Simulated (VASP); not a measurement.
Given:

```
CELL_PARAMETERS angstrom
      0.00000     2.22599     2.22599
      2.22599     0.00000     2.22599
      2.22599     2.22599     0.00000
ATOMIC_POSITIONS crystal
  Ga 0.00000 0.00000 0.00000
  N  0.25000 0.25000 0.25000
```

The numbers are results of SCAN meta-GGA, VASP's PBE PAW potentials (set 64) (plane waves; VASP), not measurements. Settings: 520 eV cut-off, 10×10×10 Γ-centred mesh, Gaussian smearing of 0.050 eV, potentials Ga_d N.

Predict the energy per atom (σ→0), pressure, band gap (on the k-mesh) with the smallest direct gap where there is one.

```
Item                                           Value
-----------------------------------  ---------------
band gap (on the k-mesh)                     2.26 eV
smallest direct gap (on the k-mesh)          2.26 eV
energy per atom (σ→0)                -13.435 eV/atom
pressure                                   69.2 kbar
```

The absolute energy has meaning only against runs of the same code, potentials and settings.

The compound is GaN in the zinc blende structure, a metastable form; wurtzite is the usual one. This cell is one point of a volume scan, at 0.97 of the reference volume.
